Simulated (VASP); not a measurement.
Wanted: the native input for a VASP 6.6.1 run.

| Quantity | Value |
| --- | --- |
| Task | single point |
| Functional | LDA |
| Potentials or basis | VASP PAW LDA potentials, release 64 (Zn, Ag) |
| Cutoff | 520 eV |
| k mesh | 2 × 3 × 3 |
| Occupations | fermi-dirac, width 0.1 eV |
| Spin | no spin polarisation |
| Dipole correction | no |
| Further INCAR settings | ALGO = Normal; EDIFF = 1e-06; NBANDS = 48 |

The structure of Zn2Ag5 (a cell with a defect) lies in POSCAR:

```
Zn2Ag5
1.0
    8.0826260000      0.0000000000      0.0000000000
    0.0000000000      4.0413130000      0.0000000000
    0.0000000000      0.0000000000      4.0413130000
Zn Ag
2 5
Direct
    0.0000000000      0.0000000000      0.0000000000
    0.5000000000      0.0000000000      0.0000000000
    0.1764782881      0.1006066593      0.5000001237
    0.2499999381      0.4999998763      0.0000000000
    0.5000000000      0.4999998763      0.4999998763
    0.7500000619      0.0000000000      0.4999998763
    0.7500000619      0.4999998763      0.0000000000
```

One way to write it, as run:

INCAR

```
PREC = Accurate
ENCUT = 520
EDIFF = 1E-6
ISMEAR = -1
SIGMA = 0.1
LREAL = False
LASPH = True
NELM = 100
ALGO = Normal
ISIF = 2
LWAVE = False
LCHARG = True
LELF = True
LVHAR = True
NBANDS = 48
```

KPOINTS

```
Automatic mesh
0
Gamma
  2 3 3
```

Potentials or basis: VASP PAW LDA potentials, release 64 (Zn, Ag).

The run is started by

```sh
$ cat potpaw_LDA.64/Zn/POTCAR potpaw_LDA.64/Ag/POTCAR > POTCAR
$ mpirun -np 1 vasp_std > vasp.out
```

It gave:

```json
{
 "Pressure": "-8.0 GPa",
 "Largest force": "0.948 eV/Å",
 "Band gap on the k mesh": "none (metal or under the smearing width)"
}
```

Caveat: the k mesh is coarse (spacing up to 0.52 Å⁻¹), so the values aren't converged.

Wall time 37 s on 1 thread of Intel(R) Xeon(R) 6975P-C (Granite Rapids), on a shared host, peak memory 0.19 GiB.
